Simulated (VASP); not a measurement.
# Na2Pd (P-3m1) in VASP: single point with PBE

Aim: the single point of Na2Pd with PBE.

Everything below comes from runs of VASP 6.6.1. Logs are shortened: lines on timing, memory, paths and dates and some standing lists are left out, and cuts for length are marked.

## 1. The crystal as given

The structure is trigonal, space group P-3m1 (No. 164). The conventional cell has a = 3.131 Å, b = 3.131 Å, c = 7.957 Å, α = 90.00°, β = 90.00°, γ = 120.00°. Around Na (site symmetry 3m) lie 3 Pd at 2.91 Å and 6 Na at 3.13 Å. Pd (site symmetry -3m) is surrounded by 6 Na at 2.91 Å and 6 Pd at 3.13 Å.

The cell was built by a generator and needn't be a form met in nature.

## 2. Single point, PBE

The input, INCAR:

```
PREC     = Accurate       # precision mode
ENCUT    = 520            # plane-wave cutoff, eV
EDIFF    = 1E-6           # SCF threshold, eV
ISMEAR   = 0              # smearing method
SIGMA    = 0.1            # smearing width, eV
LREAL    = F              # projectors in reciprocal space
LASPH    = T              # aspherical terms in the spheres
NELM     = 100            # most SCF steps
ALGO     = Fast           # electronic algorithm
ISIF     = 2              # what is computed and relaxed
LWAVE    = F              # write WAVECAR
LCHARG   = F              # write CHGCAR
GGA      = PE             # functional
NBANDS   = 19             # bands
```

The input, KPOINTS:

```
regular mesh
0
Gamma
  18 18 6
```

The input, POSCAR:

```
Na2Pd
1.0
    3.1308359509      0.0000000000      0.0000000000
   -1.5654179755      2.7113834686      0.0000000000
    0.0000000000      0.0000000000      7.9568948401
Na Pd
2 1
Direct
    0.3333333333      0.6666666667      0.7867243584
    0.6666666667      0.3333333333      0.2132756416
    0.0000000000      0.0000000000      0.5000000000
```

Potentials or basis: VASP PAW PBE potentials, release 64 (Na_pv, Pd).

Run with:

```bash
$ cat potpaw_PBE.64/Na_pv/POTCAR potpaw_PBE.64/Pd/POTCAR > POTCAR
$ mpirun -np 1 vasp_std > vasp.out
```

OUTCAR:

```text
PREC = Accurate
   ENCUT = 520
   EDIFF = 1E-6
   ISMEAR = 0
   LREAL = F
   LASPH = T
   NELM = 100
   ISIF = 2
   GGA = PE

 ion  position               nearest neighbor table
   1  0.333  0.667  0.787-   3 2.91   3 2.91   3 2.91
   2  0.667  0.333  0.213-   3 2.91   3 2.91   3 2.91
   3  0.000  0.000  0.500-   1 2.91   2 2.91   2 2.91   1 2.91   2 2.91   1 2.91

  LATTYP: Found a hexagonal cell.
 ALAT       =     3.1308359509
 C/A-ratio  =     2.5414601611

  Lattice vectors:

 A1 = (   3.1308359509,   0.0000000000,   0.0000000000)
 A2 = (  -1.5654179755,   2.7113834686,   0.0000000000)
 A3 = (   0.0000000000,   0.0000000000,   7.9568948401)

Analysis of symmetry for initial positions (statically):
=====================================================================
 Subroutine PRICEL returns:
 Original cell was already a primitive cell.

 Routine SETGRP: Setting up the symmetry group for a
 hexagonal supercell.

 Subroutine GETGRP returns: Found 12 space group operations
 (whereof 12 operations were pure point group operations)
 out of a pool of 24 trial point group operations.

The static configuration has the point symmetry D_3d.

Analysis of symmetry for dynamics (positions and initial velocities):
=====================================================================
 Subroutine PRICEL returns:
 Original cell was already a primitive cell.

 Routine SETGRP: Setting up the symmetry group for a
 hexagonal supercell.

 Subroutine GETGRP returns: Found 12 space group operations
 (whereof 12 operations were pure point group operations)
 out of a pool of 24 trial point group operations.

The dynamic configuration has the point symmetry D_3d.

 Subroutine INISYM returns: Found 12 space group operations
 (whereof 12 operations are pure point group operations),
 and found     1 'primitive' translations

----------------------------------------------------------------------------------------

                                     Primitive cell

  volume of cell :      67.5453

  direct lattice vectors                    reciprocal lattice vectors
[... 84 lines left out ...]
   LNONCOLLINEAR =      F non collinear calculations
   LSORBIT =      F    spin-orbit coupling
   LASPH  =      T    aspherical Exc in radial PAW
   ENCUT  =  520.0 eV  38.22 Ry    6.18 a.u.   5.82  5.82 14.79*2*pi/ulx,y,z
   NELM   =    100;   NELMIN=  2; NELMDL= -5     # of ELM steps
   EDIFF  = 0.1E-05   stopping-criterion for ELM
   LREAL  =      F    real-space projection
   EDIFFG = 0.1E-04   stopping-criterion for IOM
   NSW    =      0    number of steps for IOM
   IBRION =     -1    ionic relax: 0-MD 1-quasi-New 2-CG
   NFREE  =      0    steps in history (QN), initial steepest desc. (CG)
   ISIF   =      2    stress and relaxation
   ISYM   =      2    0-nonsym 1-usesym 2-fastsym
   POTIM  = 0.5000    time-step for ionic-motion
   TEBEG  =    0.0;   TEEND  =   0.0 temperature during run
   PSTRESS=    0.0 pullay stress
   NELECT =      24.0000    total number of electrons
   NUPDOWN=      -1.0000    fix difference up-down
   EMIN   =  10.00;   EMAX   =-10.00  energy-range for DOS
   EFERMI =   0.00;   METHOD = LEGACY
   ISMEAR =     0;   SIGMA  =   0.10  broadening in eV -4-tet -1-fermi 0-gaus
   EFERMI_NEDOS =   21; number of points for ismear=-14 and -15
   IALGO  =     68    algorithm
   IMIX   =      4    mixing-type and parameters
     AMIX     =   0.40;   BMIX     =  1.00
     AMIX_MAG =   1.60;   BMIX_MAG =  1.00
  volume/ion in A,a.u.               =      22.52       151.94
  Fermi-wavevector in a.u.,A,eV,Ry     =   1.159525  2.191185 18.293023  1.344499
  Thomas-Fermi vector in A             =   2.296117
   LORBIT       =      0    0 simple, 1 ext, 2 COOP (PROOUT), +10 PAW based schemes
   GGA     = PE    functional components
   LHFCALC =     F    Hartree Fock is set to
   AEXX    =    0.0000 exact exchange contribution
   IVDW    =     0    specifies the selected vdW correction
   LEPSILON=     F    determine dielectric tensor
   LRPA    =     F    only Hartree local field effects (RPA)
 non-spin polarized calculation
 RMM-DIIS sequential band-by-band and
 Gauss-broadening in eV      SIGMA  =   0.10
  energy-cutoff  :      520.00
  volume of cell :       67.55
 maximum number of plane-waves:      1834
   NGX = 11   NGY = 11   NGZ = 29

 number of electron      24.0000016 magnetization

 Free energy of the ion-electron system (eV)
  ---------------------------------------------------
  ext. energy  EPLUGINS =         0.00000000
  ---------------------------------------------------
  free energy    TOTEN  =        -7.71687233 eV

  energy without entropy =       -7.71084384  energy(sigma->0) =       -7.71385808

 E-fermi :   2.9156     XC(G=0):  -8.7397

 val. band max:        2.8676646925   @ k =   0.1667   0.0556   0.0000
 cond. band min:       2.9169698945   @ k =   0.1667   0.1667   0.0000
 fundamental gap:      0.0493052020
 Fermi energy:         2.9155710294

 k-point     1 :       0.0000    0.0000    0.0000
  band No.  band energies     occupation
      1     -21.5155      2.00000
      2     -21.4968      2.00000
      3     -21.4968      2.00000
      4     -21.4957      2.00000
      5     -21.4957      2.00000
      6     -21.4946      2.00000
[... 505 lines left out ...]
      6     -21.4771      2.00000
[... 11 lines left out ...]
     18      11.7084      0.00000
     19      12.0168      0.00000

 [... further k-points ...]

------------------------ aborting loop because EDIFF is reached ----------------------------------------

  FORCE on cell =-STRESS in cart. coord.  units (eV):
  Direction    XX          YY          ZZ          XY          YZ          ZX
  --------------------------------------------------------------------------------------
  -------------------------------------------------------------------------------------
  Total        0.0095688      0.0095688      0.0226541     -0.0000000      0.0000000     -0.0000000
  in kB        0.2269716      0.2269716      0.5373564     -0.0000000      0.0000000     -0.0000000
  external PRESSURE =       0.3304332 kB  Pullay stress =       0.0000000 kB

 VOLUME and BASIS-vectors are now :
 -----------------------------------------------------------------------------
  energy-cutoff  :      520.00
  volume of cell :       67.55
      direct lattice vectors                 reciprocal lattice vectors
     3.130835951  0.000000000  0.000000000     0.319403513  0.184407704  0.000000000
    -1.565417975  2.711383469  0.000000000     0.000000000  0.368815408  0.000000000
     0.000000000  0.000000000  7.956894840     0.000000000  0.000000000  0.125677167

 POSITION                                       TOTAL-FORCE (eV/Angst)
 -----------------------------------------------------------------------------------
     -0.00000      1.80759      6.25988         0.000000     -0.000000      0.004083
      1.56542      0.90379      1.69701        -0.000000      0.000000     -0.004083
      0.00000      0.00000      3.97845        -0.000000      0.000000     -0.000000
 -----------------------------------------------------------------------------------
    total drift:                               -0.000000      0.000000     -0.000000

  FREE ENERGIE OF THE ION-ELECTRON SYSTEM (eV)
  ---------------------------------------------------
  free  energy   TOTEN  =        -7.7168723257 eV

  energy  without entropy=       -7.7108438412  energy(sigma->0) =       -7.71385808
```

stdout:

```text
POSCAR found type information on POSCAR NaPd
 POSCAR found :  2 types and       3 ions
 scaLAPACK will be used
 LDA part: xc-table for (Slater+PW92), standard interpolation
 POSCAR, INCAR and KPOINTS ok, starting setup
 FFT: planning ... GRIDC
 FFT: planning ... GRID_SOFT
 FFT: planning ... GRID
 WAVECAR not read
 entering main loop
```

Wall time 3 min (1 thread of AMD EPYC 7R13 (Zen 3), shared host); peak memory 0.32 GiB.

Results:

| Quantity | Value |
| --- | --- |
| Free energy | -7.7169 eV |
| Pressure | 0.0 GPa |
| Largest force | 0.004 eV/Å |
| Band gap on the k mesh | none (metal or under the smearing width) |

Forces on the atoms (eV/Å):
```
Na   0.000  0.000  0.004
Na   0.000  0.000 -0.004
Pd   0.000  0.000  0.000
```

Levels at points of the mesh, in eV from the Fermi level:
| k point | band 10 | band 11 | band 12 | band 13 | band 14 | band 15 |
| --- | --- | --- | --- | --- | --- | --- |
| (0.00, 0.00, 0.00) | -1.74 | -1.53 | -1.32 | -1.06 | -1.06 | 5.00 |
| (0.50, 0.00, 0.00) | -1.33 | -0.32 | 0.94 | 1.84 | 2.92 | 3.24 |
| (0.00, 0.00, 0.50) | -1.74 | -1.74 | -1.06 | -1.06 | 0.99 | 2.30 |
| (0.50, 0.00, 0.50) | -1.33 | -0.32 | 1.15 | 1.64 | 2.33 | 2.97 |
